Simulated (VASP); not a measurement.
Write the native input for VASP 6.6.1 that does the following.

```
Task                   : single point
Functional             : PBE
Potentials or basis    : VASP PAW PBE potentials, release 64 (Al, C)
Cutoff                 : 520 eV
k mesh                 : 4 × 4 × 6
Occupations            : gaussian, width 0.1 eV
Spin                   : no spin polarisation
Dipole correction      : no
Further INCAR settings : ALGO = Normal; EDIFF = 1e-07; NBANDS = 17
```

The structure of Al2C3 lies in POSCAR:

```
Al2C3
1.0
    3.7452950747      0.0000000000      0.0000000000
    0.0000000000      3.7452950747      0.0000000000
    0.0000000000      0.0000000000      3.6609991631
Al C
2 3
Direct
    0.0000000000      0.5000000000      0.5000000000
    0.5000000000      0.0000000000      0.5000000000
    0.5000000000      0.5000000000      0.1872033924
    0.5000000000      0.5000000000      0.8127966076
    0.0000000000      0.0000000000      0.0000000000
```

The cell was built by a generator and needn't be a form met in nature.

The cell isn't the ideal one: random cell by space group and Wyckoff sites (P4/mmm, No. 123).

One way to write it, as run:

INCAR

```
PREC = Accurate
ENCUT = 520
EDIFF = 1E-7
ISMEAR = 0
SIGMA = 0.1
LREAL = False
LASPH = True
NELM = 60
ALGO = Normal
ISIF = 2
LWAVE = False
LCHARG = False
GGA = PE
NBANDS = 17
```

KPOINTS

```
Automatic mesh
0
Gamma
  4 4 6
```

Potentials or basis: VASP PAW PBE potentials, release 64 (Al, C).

Command:

```sh
$ cat potpaw_PBE.64/Al/POTCAR potpaw_PBE.64/C/POTCAR > POTCAR
$ mpirun -np 1 vasp_std > vasp.out
```

It gave:

```yaml
Pressure: 0.0 GPa
Largest_force: 0.063 eV/Å
Band_gap_on_the_k_mesh: none (metal or under the smearing width)
```

Caveat: the k mesh is coarse (spacing up to 0.42 Å⁻¹), so the values aren't converged.

Wall time 31 s on 1 thread of Intel(R) Xeon(R) Platinum 8175M CPU @ 2.50GHz (Skylake/Cascade Lake), with other jobs on the host, peak memory 0.15 GiB.
